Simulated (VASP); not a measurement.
A convergence study with VASP on Tl (hcp): one setting is varied, all else stays as given below, so the limit is that of these other settings.

```xyz
2
Lattice="1.7300 -2.9964 0.0000 1.7300 2.9964 0.0000 0.0000 0.0000 5.5200" Properties=species:S:1:pos:R:3 pbc="T T T"
Tl     1.7300     0.9988     1.3800
Tl     1.7300    -0.9988     4.1400
```

Computed with PBE GGA, VASP's PBE PAW potentials (set 64) (plane waves; VASP). The tightest run used: 550 eV cut-off, 22×22×13 Γ-centred mesh, tetrahedra with Blöchl corrections, potentials Tl_d.

```tsv
setting	E (eV/atom)	pressure (GPa)	irreducible k-points
3×3×2 mesh	-2.0485	2.70	6
4×4×2 mesh	-2.2166	3.71	8
5×5×3 mesh	-2.1909	3.30	10
6×6×3 mesh	-2.1910	3.21	14
7×7×4 mesh	-2.1948	3.09	24
8×8×5 mesh	-2.1942	3.29	30
9×9×5 mesh	-2.1988	3.23	36
```

Task: These are the cheaper rows. Estimate the results at 22×22×13 mesh, and how far the last row shown lies from them.

Result: 
| quantity | tightest run | last row shown is off by |
|---|---|---|
| E (eV/atom) | -2.2012 | 0.0024 |
| pressure (GPa) | 3.12 | 0.11 |

Left out are rungs that failed or repeat a setting and relaxations that didn't move; long series are thinned to 24 rows.

The compound is Tl in the hcp structure. The cell was not relaxed at this level.
